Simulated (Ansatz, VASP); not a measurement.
**SiC in two plane-wave programs**

Aim: how closely do two programs agree when they are given the same cell, functional and k mesh? The cell is taken from a series of runs on this material, whose earlier steps may have relaxed, scaled, displaced or heated it; both programs get it as it stands.

Main program and level: Ansatz 0.2.0; plane waves, with VASP 6.6.1 beside it; zone-centre phonons at LDA.

## Step 1: Starting point

Symmetry: P6_3mc, No. 186, hexagonal system. Conventional cell: a = 3.028 Å, b = 3.028 Å, c = 10.034 Å, α = 90.00°, β = 90.00°, γ = 120.00°. Nearest to C lie 4 Si at 1.86 to 1.88 Å. Nearest to C lie 4 Si at 1.86 to 1.87 Å. Si has 4 C at 1.86 to 1.88 Å nearest. Si has 4 C at 1.86 to 1.87 Å nearest. Farther neighbours are not listed.

## Step 2: Ansatz: zone-centre phonons, LDA

Ansatz runs on its PAW soft_1 files.

Second derivatives magnify differences that forces hide, and they need a tight electronic threshold.

input.yaml reads:

```yaml
crystal:
  lattice:
    - [3.0279177572, 0.0, 0.0]
    - [-1.5139588786, 2.6222536983, 0.0]
    - [0.0, 0.0, 10.0341591931]
  atoms:
    - { symbol: C, position: [0.6666666667, 0.3333333333, 0.7501779239] }
    - { symbol: C, position: [0.3333333333, 0.6666666667, 0.2501779239] }
    - { symbol: C, position: [0.0, 0.0, 0.5007686945] }
    - { symbol: C, position: [0.0, 0.0, 0.0007686945] }
    - { symbol: Si, position: [0.6666666667, 0.3333333333, 0.9375130027] }
    - { symbol: Si, position: [0.3333333333, 0.6666666667, 0.4375130027] }
    - { symbol: Si, position: [0.0, 0.0, 0.6875393789] }
    - { symbol: Si, position: [0.0, 0.0, 0.1875393789] }
kpoints:
  mp_grid: { grid: [9, 9, 4] }
hamiltonian:
  xc: lda
  pseudopotentials: { kind: paw, azcp: { folder: soft_1 }, xc_functional: pbe }
scf:
  occupations: { method: fixed }
output:
  eigenvalues: true
phonons:
  method: dfpt
  dielectric: true
  rigid_motions: translations
```

Started as:

```sh
$ ansatz run input.yaml --threads 8 --pin off --max-ram 16384MiB --backend cpu --events-out ev --progress --plain --runs-dir out
```

Numbers of over 12 decimals in the logs are rounded to 6 here.

The program printed:

```text
Engine: ansatz 0.2.0, aarch64-unknown-linux-gnu
Pseudopotentials: kind: paw
Pseudopotential: C, paw, valence charge 4, recommended cutoff 420 eV (normal), soft_1/C.paw.azcp
Pseudopotential: Si, paw, valence charge 4, recommended cutoff 420 eV (normal), soft_1/Si.paw.azcp
Functional definition: SPW92
  exchange = slater_x
  correlation = pw_c
Crystal: 8 atoms, lattice volume = 79.671 Å³
Basis set: ecut = 420 eV, 1533 PW (Γ), exchange–correlation on 48×48×144 points (8 copies of the dense FFT grid, shifted against one another)
Bands: 24, of which v1, the nominal top of the filled ones, is band 16 counted from 1 (15 counted from 0)
Symmetry: 12 space group operations
k-points: 95 of 324 (irreducible under 2 space group operations, time reversal used)
Non-local potential: C, projectors of the file, l = 0: 2, l = 1: 2, l = 2: 1
Non-local potential: Si, projectors of the file, l = 0: 2, l = 1: 2, l = 2: 1
PAW form: soft (Blöchl's): semilocal exchange-correlation on the pseudo side does not see the compensation charge
PAW frozen core: C, regenerated for the run's functional, and the local potential with it (the file was generated under x = pbe(κ = 0.804, μ = 0.219515), c = pbe(β = 0.066725))
PAW frozen core: Si, regenerated for the run's functional, and the local potential with it (the file was generated under x = pbe(κ = 0.804, μ = 0.219515), c = pbe(β = 0.066725))
PAW one-centre angular grid: C, 110 points (default); XC on 64 Gauss nodes
PAW one-centre angular grid: Si, 110 points (default); XC on 64 Gauss nodes
Initial density: superposition of atomic densities (chi_scale 0.1, normalization cell, long waves kept (reshape's long-wave potential 0.00 eV rms))
Initial wavefunctions: pseudopotential atomic-orbital guess
Functional: x = slater, c = lda
SCF iter   1: F=—  HF=-3415.400539 eV  |F-HF|=—  |Δ(HF+E_count)|=         —  Δρ=1.45e-1  dr2=2.01e1  ethr=3.10e-3  ⟨swp⟩=5.0  Hψ=10608  notcnv=0  defer=519
preconditioner: auto → none  [insulator: Δε(μ)=4.178 eV  Ē_g=13.070 eV  n_scr=6 (ndim 8)  ℏωp=23.5 eV  f_vac=0.000  ε∞_Penn≈4.2]
SCF iter   2: F=—  HF=-3409.207148 eV  |F-HF|=—  |Δ(HF+E_count)|=    6.19e0  Δρ=5.02e-2  dr2=1.27e0  ethr=3.10e-3  ⟨swp⟩=4.1  Hψ=6345  notcnv=0  defer=558
SCF iter   3: F=—  HF=-3408.831077 eV  |F-HF|=—  |Δ(HF+E_count)|=   3.76e-1  Δρ=1.88e-2  dr2=1.45e-1  ethr=3.10e-3  ⟨swp⟩=2.5  Hψ=4346  notcnv=0  defer=558
SCF iter   4: F=—  HF=-3408.797902 eV  |F-HF|=—  |Δ(HF+E_count)|=   3.32e-2  Δρ=1.54e-3  dr2=1.05e-3  ethr=4.53e-4  ⟨swp⟩=2.5  Hψ=2857  notcnv=0  defer=568
SCF iter   5: F=—  HF=-3408.798124 eV  |F-HF|=—  |Δ(HF+E_count)|=   2.22e-4  Δρ=3.01e-4  dr2=1.82e-4  ethr=3.29e-6  ⟨swp⟩=2.2  Hψ=3541  notcnv=0  defer=570
SCF iter   6: F=—  HF=-3408.798080 eV  |F-HF|=—  |Δ(HF+E_count)|=   4.46e-5  Δρ=1.22e-4  dr2=1.02e-5  ethr=5.70e-7  ⟨swp⟩=2.0  Hψ=3050  notcnv=0  defer=558
SCF iter   7: F=—  HF=-3408.798081 eV  |F-HF|=—  |Δ(HF+E_count)|=   1.19e-6  Δρ=3.63e-5  dr2=1.41e-6  ethr=3.20e-8  ⟨swp⟩=2.0  Hψ=3027  notcnv=0  defer=392
SCF iter   8: F=—  HF=-3408.798081 eV  |F-HF|=—  |Δ(HF+E_count)|=   4.76e-7  Δρ=7.35e-6  dr2=4.71e-8  ethr=4.41e-9  ⟨swp⟩=2.3  Hψ=3512  notcnv=0  defer=299
SCF iter   9: F=—  HF=-3408.798081 eV  |F-HF|=—  |Δ(HF+E_count)|=   7.46e-9  Δρ=1.83e-6  dr2=1.36e-9  ethr=1.47e-10  ⟨swp⟩=2.4  Hψ=3303  notcnv=0  defer=299
SCF iter  10: F=-3408.798081 eV  HF=-3408.798081 eV  |F-HF|=9.09e-13  |Δ(HF+E_count)|=  3.00e-11  Δρ=3.12e-7  dr2=3.08e-11  ethr=1.00e-12  ⟨swp⟩=16.8  Hψ=18574  notcnv=0
SCF 1 converged in 10 iterations: F = -3408.798081 eV  dr2 = 3.08e-11
  greatest PAW one-centre occupation: 0.645 electrons in one spin orbital (limit 2), on the C atom at site 1 (counted from 0), in its partial waves of l = 0
NSCF: frozen V_eff on 4 k-points
DFPT response loops at Γ: preconditioner auto → Resta (q_TF=auto, 2.344 Å⁻¹)  ε∞=5.2 (no band partly filled); β = 1.00, the filter's whole step (`scf.mixing.beta` (0.50) is not read by the response loops at its default; to damp them type it under 1.00, their step now; it binds the ground state too); Broyden in place of MSR1
── the response to a field inside a basis, on 10×10×4 k-points: an SCF that follows is theirs, and a resumed run solves both again ──
Bands: 17, of which v1, the nominal top of the filled ones, is band 16 counted from 1 (15 counted from 0)
k-points: 60 of 400 (irreducible under 4 space group operations, time reversal used)
Initial density: handed on by an earlier stage of this run
Initial wavefunctions: pseudopotential atomic-orbital guess (no wavefunctions were taken with the density)
Eigensolver: Dense (60 Hₖ)
SCF iter   1: F=—  HF=-3408.788398 eV  |F-HF|=—  |Δ(HF+E_count)|=         —  Δρ=1.33e-4  dr2=3.46e-6  ethr=1.00e-1
preconditioner: auto → none  [insulator: Δε(μ)=2.293 eV  Ē_g=9.880 eV  n_scr=6 (ndim 8)  ℏωp=23.5 eV  f_vac=0.000  ε∞_Penn≈6.7]
SCF iter   2: F=—  HF=-3408.788398 eV  |F-HF|=—  |Δ(HF+E_count)|=   5.37e-7  Δρ=6.48e-5  dr2=7.68e-7  ethr=1.08e-8
SCF iter   3: F=-3408.788398 eV  HF=-3408.788398 eV  |F-HF|=6.94e-8  |Δ(HF+E_count)|=   2.68e-7  Δρ=6.09e-6  dr2=7.89e-8  ethr=2.40e-9
SCF 1 converged in 3 iterations: F = -3408.788398 eV  dr2 = 7.89e-8
DFPT response loops at Γ: preconditioner auto → Resta (q_TF=auto, 2.344 Å⁻¹)  ε∞=5.1 (no band partly filled); β = 1.00, the filter's whole step (`scf.mixing.beta` (0.50) is not read by the response loops at its default; to damp them type it under 1.00, their step now; it binds the ground state too); Broyden in place of MSR1
SCF converged after 10 iterations
Free energy (F): -3408.798081 eV
Harris-Foulkes:  -3408.798081 eV  (|F-HF|=9.09e-13)
Internal energy: -3408.798081 eV  (E = F + TS)
E sigma→0 (E₀):  -3408.798081 eV
Fermi energy:    9.840796 eV
--- Per-component energies (eV) ---
  E_band       = 120.435816
  E_kinetic    = 541.276013
  E_local      = -380.288433  (includes V_loc(G=0)·N_el)
  E_nonlocal   = 190.423698
  E_hartree    = 125.386458
  E_xc         = -422.265838
  E_vxc        = -438.303944  (∫ρ·V_xc dr)
  E_paw        = -2310.986776  (= ΣΔE_a)
  E_vpaw       = -43.444589  (= ΣTr[D̂ρ^β])
  E_aug_tail   = 0.000187  (compensation charges beyond the density's cutoff)
  E_ewald      = -1152.932043
  E_core_change = 0.588653  (= ΣΔE_core)
  E_smearing   = -0.000000  (= −TS)
  E_closure    = 0.000000  (closes the sum)
  Σ components = -3408.798081   (vs F -3408.798081, Δ=0.00e0)
--- Band table (eV; the first three rows and the last of 95) ---
  k-point 0: bands = [... 12 lower, 9.2738, 9.6555, 9.8408, 9.8408, 15.3558, 15.9010, 16.3379, 16.5133, ... 4 higher]
  k-point 1: bands = [... 12 lower, 9.4401, 9.4401, 9.7873, 9.7873, 15.4075, 15.7624, 16.6514, 16.6885, ... 4 higher]
  k-point 2: bands = [... 12 lower, 9.6411, 9.6411, 9.6411, 9.6411, 15.5537, 15.5537, 16.9666, 16.9666, ... 4 higher]
  k-point 94: bands = [... 12 lower, 6.4900, 6.4900, 8.3316, 8.3316, 14.0362, 14.0362, 15.2835, 15.2835, ... 4 higher]
--- Phonons (Γ-DFPT): 8 representative perturbations + reference, on 95 of 324 k-points (Σ response iterations 26) ---
  k mesh reduced under 2 symmetry operations, with k and −k counted as one. Each operation leaves every solved perturbation unchanged. A smaller set is not considered because the run solves the response to a homogeneous field
  ASR residual: 1.320e-4 → 0.000e0 eV/Å²; symmetrization residual: 1.811e-6 eV/Å²
  ASR residual per site (eV/Å²): 8.48e-5 8.48e-5 6.32e-5 6.32e-5 6.95e-5 6.95e-5 1.32e-4 1.32e-4
  Γ frequencies (cm⁻¹): 0.00 0.00 0.00 191.24 191.24 198.86 198.86 257.88 257.88 403.58 411.22 614.07 793.23 793.82 793.82 801.97 801.97 809.27 809.27 820.43 820.43 849.57 925.23 934.22
  ε∞ (high-frequency dielectric tensor):
        6.894605     0.000000    -0.000000
        0.000000     6.894605     0.000000
        0.000000     0.000000     7.278258
  ε⁰ (static dielectric tensor: ions relaxed, cell fixed):
       10.122845     0.000000    -0.000000
        0.000000    10.122845     0.000000
       -0.000000     0.000000    10.990585
  ε⁰ − ε∞ (ionic part):
        3.228240     0.000000    -0.000000
        0.000000     3.228240     0.000000
       -0.000000     0.000000     3.712327
  softest optical mode at Γ: 191.24 cm⁻¹; the repairs (sum rule, projections) moved no ω² at Γ by more than (1.70 cm⁻¹)²
  Born effective charges Z* (e; rows j = field, columns β = displacement):
    site 0:
        -2.73884    0.00000    0.00000
        -0.00000   -2.73884    0.00000
         0.00000   -0.00000   -2.78523
    site 1:
        -2.73884    0.00000    0.00000
        -0.00000   -2.73884   -0.00000
        -0.00000    0.00000   -2.78523
    site 2:
        -2.70112   -0.00000   -0.00000
        -0.00000   -2.70112    0.00000
        -0.00000   -0.00000   -2.85208
    site 3:
        -2.70112    0.00000    0.00000
         0.00000   -2.70112   -0.00000
         0.00000    0.00000   -2.85208
    site 4:
         2.71508   -0.00000   -0.00000
         0.00000    2.71508   -0.00000
        -0.00000   -0.00000    2.68875
    site 5:
[...]
site 6:
[...]
site 7:
[...]
Z* charge neutrality: 1.053e-2 e pre-enforcement
  solved inside a basis spanned on kpoints, on 10×10×4 k-points, its susceptibility summed on 14×14×4: ε∞ is read to err by 2.7e-2, Z* by 1.7e-2 e (field_mesh: kpoints solves on kpoints); Z* is corrected for what the basis lacks
  optical modes at Γ without the LO–TO term, one row a degenerate level:
      ω (cm⁻¹)  modes    IR ((D/Å)²/amu)
[...]
optical modes at Γ + LO–TO along q̂ = [1.0000, 0.0000, 0.0000]:
      ω (cm⁻¹)  modes    IR ((D/Å)²/amu)
[...]
optical modes at Γ + LO–TO along q̂ = [0.0000, 1.0000, 0.0000]:
      ω (cm⁻¹)  modes    IR ((D/Å)²/amu)
[...]
optical modes at Γ + LO–TO along q̂ = [0.0000, 0.0000, 1.0000]:
      ω (cm⁻¹)  modes    IR ((D/Å)²/amu)
[...]
793.82      2             0.0507
        801.97      2             0.0000
        809.27      2             0.0000
        820.43      2           162.2571
        849.27      1             0.0548
        925.23      1             0.0000
        934.22      1             0.0000
        974.83      1            87.1316
```

The column dr2 measures how far the density is from self-consistency, as an energy; F and HF (Harris–Foulkes) agree once it is small.

(Continued in part 2 of 3.)

[Lines on the potential files, build, host, timing and source positions are cut from VASP's logs without a mark.]

[Logs are printed without paths, hosts, clocks, repeated set-up lines and the standing remarks that a program may print on its own settings, such as how far it seeks lower states.]

[Hosts, paths, dates, database ids (printed as entryN), source tags and the programs' standing remarks are cut or masked in the printed files.]
